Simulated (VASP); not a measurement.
# SrSi in VASP: notebook, part 2 of 2

VASP 6.6.1. Earlier steps stand in the parts before.

**5. Molecular dynamics, PBE**

File INCAR:

```
ALGO = Normal ; ANDERSEN_PROB = 0.0
EDIFF = 1E-5 ; ENCUT = 520
GGA = PE ; IBRION = 0
ISIF = 2 ; ISMEAR = -1
ISYM = 0 ; LASPH = True
LCHARG = False ; LREAL = False
LWAVE = False ; MDALGO = 1
NBANDS = 22 ; NELM = 80
NELMIN = 4 ; NSW = 30
POTIM = 1.0 ; PREC = Accurate
RANDOM_SEED = 133865 0 0 ; SIGMA = 0.1
TEBEG = 300.0 ; TEEND = 300.0
```

File KPOINTS:

```
k-points
0
Gamma
  3 3 3
```

File POSCAR:

```
SrSi
1.0
    4.7000100000     -0.5304340000      1.2249920000
    0.1377160000      4.9088760000      0.1754950000
    0.5720450000      1.0448230000      5.6372350000
Sr Si
2 2
Direct
    0.5019040000      0.8347960000      0.7696770000
    0.1414450000      0.3834370000      0.4972570000
    0.8607490000      0.5372260000      0.0806220000
    0.9960890000      0.0352640000      0.1487370000
```

Potentials or basis: VASP PAW PBE potentials, release 64 (Sr_sv, Si).

On the command line:

```console
cat potpaw_PBE.64/Sr_sv/POTCAR potpaw_PBE.64/Si/POTCAR > POTCAR
mpirun -np 1 vasp_std > vasp.out
```

OUTCAR:

```text
EDIFF = 1E-5
   ENCUT = 520
   GGA = PE
   IBRION = 0
   ISIF = 2
   ISMEAR = -1
   ISYM = 0
   LASPH = True
   LREAL = False
   NELM = 80
   NELMIN = 4
   NSW = 30
   POTIM = 1.0
   PREC = Accurate
   TEBEG = 300.0

 ion  position               nearest neighbor table
   1  0.502  0.835  0.770-   3 3.11   4 3.11   3 3.12   4 3.49   2 3.64   2 3.64   2 3.67   4 3.94
                             2 4.03   2 4.07
   2  0.141  0.383  0.497-   3 3.11   4 3.12   3 3.47   3 3.48   4 3.58   1 3.64   4 3.64   1 3.64
                             1 3.67   1 4.03   1 4.07
   3  0.861  0.537  0.081-   4 2.58   4 2.63   1 3.11   2 3.11   1 3.12   2 3.47   2 3.48
   4  0.996  0.035  0.149-   3 2.58   3 2.63   1 3.11   2 3.12   1 3.49   2 3.58   2 3.64   1 3.94

IMPORTANT INFORMATION: All symmetrisations will be switched off!
NOSYMM: (Re-)initialisation of all symmetry stuff for point group C_1.

[... 376 lines left out ...]
--------------------------------------- Ionic step       30  -------------------------------------------

 number of electron      28.0000001 magnetization

 Free energy of the ion-electron system (eV)
  ---------------------------------------------------
  ext. energy  EPLUGINS =         0.00000000
  ---------------------------------------------------
  free energy    TOTEN  =       -14.31548110 eV

  energy without entropy =      -14.27975660  energy(sigma->0) =      -14.29761885

 E-fermi :   3.3046     XC(G=0):  -8.5589

 val. band max:        3.1786404416   @ k =   0.0000   0.0000   0.0000
 cond. band min:       3.6060238717   @ k =  -0.0000   0.3333   0.0000
 fundamental gap:      0.4273834301
 Fermi energy:         3.3045897452

 k-point     1 :       0.0000    0.0000    0.0000
  band No.  band energies     occupation
      1     -32.6991      2.00000
      2     -32.5745      2.00000
      3     -14.9254      2.00000
      4     -14.8206      2.00000
      5     -14.6859      2.00000
      6     -14.5880      2.00000
[... 376 lines left out ...]
  ENERGY OF THE ELECTRON-ION-THERMOSTAT SYSTEM (eV)
  ---------------------------------------------------
% ion-electron   TOTEN  =       -14.315481  see above
  kinetic energy EKIN   =         0.104655
  kin. lattice  EKIN_LAT=         0.000000  (temperature  269.88 K)
  nose potential ES     =         0.000000
  nose kinetic   EPS    =         0.000000
  ---------------------------------------------------
  total energy   ETOTAL =       -14.210827 eV
```

CONTCAR:

```text
SrSi
   1.00000000000000
     4.7000099999999998   -0.5304340000000000    1.2249920000000001
     0.1377160000000000    4.9088760000000002    0.1754950000000000
     0.5720450000000000    1.0448230000000001    5.6372350000000004
  Sr              Si
     2     2
Direct
     0.5042106002364165    0.8389101573955259    0.7665470672837902
     0.1438637124599414    0.3866164226776567    0.4975132646239149
     0.8668069619011334    0.5261570962974225    0.0587366863935523
     0.9752889373883475    0.0235782842967535    0.1795876259883832

  0.11448590E-02  0.55373059E-03  0.22547427E-03
  0.87624083E-03  0.11347401E-02 -0.26893399E-03
 -0.29057855E-02 -0.33852592E-02 -0.35114081E-02
 -0.33996716E-02 -0.18824568E-02  0.36469944E-02

           1
   1.00000000000000
  0.10000000E+01  0.00000000E+00  0.00000000E+00  0.00000000E+00
  0.50445207E+00  0.83905265E+00  0.76653016E+00
  0.14405403E+00  0.38688891E+00  0.49741572E+00
  0.86626668E+00  0.52551241E+00  0.58251266E-01
  0.97448211E+00  0.22928298E-01  0.18043014E+00
  0.00000000E+00  0.00000000E+00  0.00000000E+00
  0.00000000E+00  0.00000000E+00  0.00000000E+00
  0.00000000E+00  0.00000000E+00  0.00000000E+00
  0.00000000E+00  0.00000000E+00  0.00000000E+00
  0.00000000E+00  0.00000000E+00  0.00000000E+00
  0.00000000E+00  0.00000000E+00  0.00000000E+00
  0.00000000E+00  0.00000000E+00  0.00000000E+00
  0.00000000E+00  0.00000000E+00  0.00000000E+00
```

Run time: 6 min. Hardware: 1 thread of Intel Xeon Platinum 8259CL at 2.50GHz (Skylake/Cascade Lake), shared host; peak memory 0.31 GiB.

Step by step:
```
step  potential energy change (eV)  largest force (eV/Å)  pressure (GPa)  volume (Å³)  temperature (K)
   1                        0.0000                0.7485           -2.03       126.29              297
   2                        0.0023                0.7585           -2.03       126.29              291
   3                        0.0045                0.7666           -2.03       126.29              285
   4                        0.0065                0.7734           -2.03       126.29              280
   5                        0.0085                0.7787           -2.03       126.29              275
   6                        0.0103                0.7826           -2.02       126.29              270
   7                        0.0120                0.7850           -2.02       126.29              266
   8                        0.0136                0.7860           -2.02       126.29              262
   9                        0.0150                0.7856           -2.02       126.29              258
  10                        0.0162                0.7839           -2.02       126.29              255
  11                        0.0173                0.7809           -2.01       126.29              252
  12                        0.0182                0.7767           -2.01       126.29              250
  13                        0.0190                0.7713           -2.01       126.29              248
  14                        0.0196                0.7649           -2.01       126.29              246
  15                        0.0201                0.7575           -2.01       126.29              245
  16                        0.0204                0.7491           -2.01       126.29              244
  17                        0.0206                0.7400           -2.01       126.29              244
  18                        0.0206                0.7302           -2.02       126.29              244
  19                        0.0205                0.7199           -2.02       126.29              244
  20                        0.0202                0.7090           -2.02       126.29              245
  21                        0.0198                0.6978           -2.02       126.29              246
  22                        0.0193                0.6864           -2.03       126.29              247
  23                        0.0186                0.6750           -2.03       126.29              249
  24                        0.0178                0.6635           -2.03       126.29              251
  25                        0.0169                0.6553           -2.04       126.29              253
  26                        0.0159                0.6515           -2.04       126.29              256
  27                        0.0147                0.6476           -2.05       126.29              259
  28                        0.0134                0.6439           -2.06       126.29              262
  29                        0.0120                0.6402           -2.06       126.29              266
  30                        0.0105                0.6367           -2.07       126.29              270
```

Caveat: the k mesh is coarse (spacing up to 0.46 Å⁻¹), so the values aren't converged.
